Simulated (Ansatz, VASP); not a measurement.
K2CuBr2F2: VASP beside Ansatz

Contents of run.py:

```python
from ase import Atoms
from ase.calculators.vasp import Vasp
from ase.dft.bandgap import bandgap

atoms = Atoms(
    ['Br', 'Br', 'Cu', 'K', 'K', 'F', 'F'],
    cell=[[5.029307, 0.0, 0.0], [0.0, 5.029307, 0.0], [0.0, 0.0, 6.634863]],
    scaled_positions=[[0.5, 0.0, 0.0], [0.0, 0.5, 0.0], [0.0, 0.0, 0.0], [0.5, 0.0, 0.5], [0.0, 0.5, 0.5], [0.5, 0.5, 0.5], [0.0, 0.0, 0.5]],
    pbc=True,
)
calc = Vasp(
    directory='calc',
    xc='pbesol',
    pp='PBE',
    setups='recommended',
    prec='Accurate',
    encut=520,
    ediff=1e-07,
    ismear=0,
    sigma=0.02,
    lreal=False,
    lasph=True,
    nelm=60,
    algo='Normal',
    isif=2,
    lwave=False,
    lcharg=False,
    kpts=[5, 5, 4],
    gamma=True,
    nbands=38,
)
atoms.calc = calc

print('energy (eV):', atoms.get_potential_energy())
print('free energy (eV):', atoms.get_potential_energy(force_consistent=True))
print('forces (eV/A):')
print(atoms.get_forces())
print('stress (eV/A^3, Voigt):', atoms.get_stress())
print('Fermi level (eV):', calc.get_fermi_level())
gap, top, bottom = bandgap(calc)
print('band gap (eV):', gap, 'from (spin, k, band)', top, 'to', bottom)
```

The input input.yaml:

```yaml
crystal:
  lattice:
    - [5.029307, 0.0, 0.0]
    - [0.0, 5.029307, 0.0]
    - [0.0, 0.0, 6.634863]
  atoms:
    - { symbol: Br, position: [0.5, 0.0, 0.0] }
    - { symbol: Br, position: [0.0, 0.5, 0.0] }
    - { symbol: Cu, position: [0.0, 0.0, 0.0] }
    - { symbol: K, position: [0.5, 0.0, 0.5] }
    - { symbol: K, position: [0.0, 0.5, 0.5] }
    - { symbol: F, position: [0.5, 0.5, 0.5] }
    - { symbol: F, position: [0.0, 0.0, 0.5] }
hamiltonian:
  xc: pbesol
  pseudopotentials: { kind: paw }
kpoints:
  mp_grid: { grid: [5, 5, 4] }
scf:
  occupations: { method: gaussian, width: 0.02 }
output:
  forces: true
  stress: true
  eigenvalues: true
```

The cell comes from a database or a generator and needn't be the stable form of this composition.

Alike in both runs: task single point; functional PBEsol; k mesh 5 × 5 × 4; occupations gaussian, width 0.02 eV; no spin polarisation.

```csv
,VASP,Ansatz
version,VASP 6.6.1,Ansatz 0.2.0
potentials or method,"VASP PAW PBE potentials, release 64 (Br, Cu, K_sv, F)",Ansatz PAW
plane-wave cutoff (eV),520,420
valence electrons in the cell,57,65
```

Ansatz gave:

| Property | Result |
| --- | --- |
| gap on the k mesh at the Fermi level (eV) | none |
| pressure (GPa) | -1.2 |
| largest component of the traceless stress (GPa) | 1.60 |

**Question.** Estimate VASP's values.

**Answer.** gap on the k mesh at the Fermi level (eV): none; pressure (GPa): -1.1; largest component of the traceless stress (GPa): 1.46.

A gap of «none» marks a metal or a gap that the smearing closes. With one functional, cell and mesh, what is left measures potentials, basis and numerics. The two sets of potentials don't hold the same shells in valence.

Caveats: an odd number of electrons without spin polarisation forces a metal; a magnetic or distorted state may lie lower; the run has no spin polarisation, though such a crystal can be magnetic; semilocal functionals often make such compounds metallic where correlation or magnetic order opens a gap, which also shifts bond lengths; the PAW data sets were made with another functional, which shifts forces and pressure a little (VASP); the PAW data sets come from PBE, with cores solved anew for the run's functional, which leaves a small shift of forces and pressure (Ansatz). With open d or f shells a metallic result of PBEsol can be an artefact of self-interaction; +U or a hybrid may open a gap.
